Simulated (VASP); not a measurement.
Li$_{2}$S has the cubic space group Fm-3m (No. 225), the anti-fluorite structure, Pearson symbol cF12. Conventional cell: a = b = c = 5.704 Å, α = β = γ = 90.00°. Li on 8c is surrounded by 4 S at 2.470 Å (tetrahedral). S on 4a is surrounded by 8 Li at 2.470 Å (cubic). (Neighbours: up to the widest gap in distance over summed covalent radii, below 1.35, at either atom; cation-cation and far metal-metal contacts left out.)
(The calculation used a cell of 3 atoms; values per cell refer to that cell.)

Level of theory: PBE GGA, VASP's PBE PAW potentials (set 64) (plane waves; VASP). Settings: 600 eV cut-off, 8×8×8 Γ-centred mesh, Gaussian smearing of 0.050 eV, potentials Li_sv S.

Each relaxation starts from this cell; other phases were not tried.

Problem. The cell is relaxed at 15 GPa. What happens?

Solution. The volume per atom goes from 15.47 to 12.24 Å³ (-20.9 %), and the cell becomes a = b = c = 5.276 Å, α = β = γ = 90.00°, space group Fm-3m. The gap on the mesh goes from 3.39 to 3.14 eV.

Problem. The cell is relaxed at 30 GPa. What happens?

Solution. The volume per atom goes from 15.47 to 10.75 Å³ (-30.5 %), and the cell becomes a = 5.053 Å, b = 5.053 Å, c = 5.053 Å, α = 90.00°, β = 90.00°, γ = 90.00°, space group Fm-3m. The gap on the mesh goes from 3.39 to 2.91 eV.

Failed runs are left out, and for metals the shear rows, which the mesh's noise covers.

The compound is Li2S in the antifluorite structure.
